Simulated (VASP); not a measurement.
Input:

```
CELL_PARAMETERS angstrom
      3.92647     0.00000     0.00000
      0.00000     3.92647     0.00000
      0.00000     0.00000     3.92647
ATOMIC_POSITIONS crystal
  K  0.00000 0.00000 0.00000
  Ta 0.50000 0.50000 0.50000
  O  0.50000 0.00000 0.50000
  O  0.00000 0.50000 0.50000
  O  0.50000 0.50000 0.00000
```

These are rev-vdW-DF2, VASP's PBE PAW potentials (set 64) (plane waves; VASP) values and carry that method's errors. Numerical set-up: 520 eV cut-off, 6×6×6 Γ-centred mesh, Gaussian smearing of 0.050 eV, potentials K_sv Ta_pv O.

Task: Give the stress tensor in GPa (positive for a compressed cell).

Result: 
```
14.06   0.00   0.00
 0.00  14.06   0.00
 0.00   0.00  14.06
```
The pressure is its mean diagonal, 14.06 GPa.

The compound is KTaO3 in the cubic perovskite structure. This cell is one point of a volume scan, at 0.94 of the reference volume.
